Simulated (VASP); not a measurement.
OSZICAR of a VASP run on ScAl3 (space group Pm-3m):

File OSZICAR:
```
       N       E                     dE             d eps       ncg     rms          rms(c)
DAV:   1     0.723173511771E+02    0.72317E+02   -0.62995E+03   664   0.741E+02
DAV:   2    -0.168812508370E+02   -0.89199E+02   -0.87388E+02   680   0.255E+02
DAV:   3    -0.202387339240E+02   -0.33575E+01   -0.32760E+01  1000   0.439E+01
DAV:   4    -0.202886207667E+02   -0.49887E-01   -0.49880E-01   808   0.582E+00
DAV:   5    -0.202904360304E+02   -0.18153E-02   -0.18152E-02   992   0.104E+00    0.884E+00
DAV:   6    -0.193530634891E+02    0.93737E+00   -0.44237E+00  1040   0.218E+01    0.315E+00
DAV:   7    -0.193046342514E+02    0.48429E-01   -0.98008E-02   864   0.241E+00    0.183E+00
DAV:   8    -0.192810717168E+02    0.23563E-01   -0.38385E-02  1000   0.150E+00    0.251E-01
DAV:   9    -0.192807192609E+02    0.35246E-03   -0.26089E-03   808   0.471E-01    0.123E-01
DAV:  10    -0.192806567823E+02    0.62479E-04   -0.15244E-04   928   0.100E-01    0.764E-02
DAV:  11    -0.192806454353E+02    0.11347E-04   -0.16940E-05   880   0.452E-02    0.204E-02
DAV:  12    -0.192806425308E+02    0.29045E-05   -0.98822E-06  1008   0.269E-02    0.227E-03
DAV:  13    -0.192806426224E+02   -0.91572E-07   -0.38651E-07   448   0.463E-03
   1 F= -.19280643E+02 E0= -.19280494E+02  d E =-.445190E-03
       N       E                     dE             ncg
       N       E                     dE             ncg
       N       E                     dE             ncg
```

Question: Which electronic solver shows in the log?

Answer: It is blocked Davidson (ALGO = Normal, or the opening steps of other solvers). The INCAR had ALGO = Normal.

Question: Can the final energy be trusted as converged?

Answer: The run converged. It stopped with EDIFF = 1E-6, NELM = 100 (PBE GGA, plane waves, VASP's PBE PAW potentials (set 64)).

The structure comes from a computed database's ScAl3 entry; how it stands against other phases isn't given here. The cell was not relaxed at this level. The run is one of a series of settings (NBANDS = 16 against the base run), some of them coarse on purpose.
